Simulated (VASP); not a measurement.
An input for Ansatz (written as the equivalent of a VASP run, and not itself run):

Ansatz 0.2 input:
```yaml
crystal:
  lattice:
    - [-1.5260808, 1.5260808, 1.5260808]
    - [1.5260808, -1.5260808, 1.5260808]
    - [1.5260808, 1.5260808, -1.5260808]
  atoms:
    - { symbol: Li, position: [0.0000000, 0.0000000, 0.0000000] }
kpoints:
  mp_grid: { grid: [14, 14, 14] }
hamiltonian:
  xc: r2scan
  pseudopotentials: { kind: paw }
scf:
  occupations: { method: methfessel_paxton, width: 0.1 }
  max_iter: 100
relax:
  max_steps: 40
  f_tol: 0.01
  cell: { p_target: 10 }
output: { forces: true, stress: true, eigenvalues: true }
```

Question: Write the VASP files for the same calculation (r2SCAN).

Answer: Several could match; the one computed here: 
### INCAR
```
SYSTEM = Li
PREC = Accurate
ENCUT = 600
EDIFF = 1E-7
NELM = 100
ALGO = Normal
LREAL = .FALSE.
LASPH = .TRUE.
ISMEAR = 1
SIGMA = 0.1
METAGGA = R2SCAN
LMIXTAU = .TRUE.
LWAVE = .FALSE.
LCHARG = .FALSE.
ISIF = 3
IBRION = 2
NSW = 40
EDIFFG = -0.01
PSTRESS = 100
```

File KPOINTS:
```
K-points
0
Gamma
  14 14 14
```

File POSCAR:
```
Li
1.0
 -1.5260807909   1.5260807909   1.5260807909
  1.5260807909  -1.5260807909   1.5260807909
  1.5260807909   1.5260807909  -1.5260807909
Li
1
Cartesian
  0.0000000000   0.0000000000   0.0000000000
```

POTCAR, in this order: Li_sv (PBE.64 set). Program: vasp_std.

The two are equivalent in intent, not identical: each code has its own PAW files, so the cut-off isn't converted (ENCUT is set for VASP's; basis.ecutwfc is left out, and Ansatz then takes the one that its files recommend); Ansatz stops its SCF on the density residual and VASP on the energy change (EDIFF).

The compound is Li in the bcc structure. It was relaxed first under an external pressure of 10 GPa.
